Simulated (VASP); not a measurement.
Given:

```yaml
crystal:
  lattice:
    - [1.53581, -2.66010, 0.00000]
    - [1.53581, 2.66010, 0.00000]
    - [0.00000, 0.00000, 3.47338]
  atoms:
    - { symbol: Mg, position: [0.00000, 0.00000, 0.00000] }
    - { symbol: B, position: [0.33333, 0.66667, 0.50000] }
    - { symbol: B, position: [0.66667, 0.33333, 0.50000] }
```

All values below come from PBEsol GGA, VASP's PBE PAW potentials (set 64) (plane waves; VASP 6.6.1). Settings: 520 eV cut-off, 13×13×10 Γ-centred mesh, tetrahedra with Blöchl corrections, potentials Mg B.

The cores are frozen, which limits the accuracy of field gradients.

Problem. Give the principal components of the electric field gradient (V/Å²) and the asymmetry η at each nucleus.

Solution. 
```tsv
atom	Vxx	Vyy	Vzz	η
Mg1	0.4	0.4	-0.8	0.00
B2	-9.6	-9.6	19.3	0.00
B3	-9.6	-9.6	19.3	0.00
```

The compound is MgB2 in the AlB2 type structure. It was relaxed first.
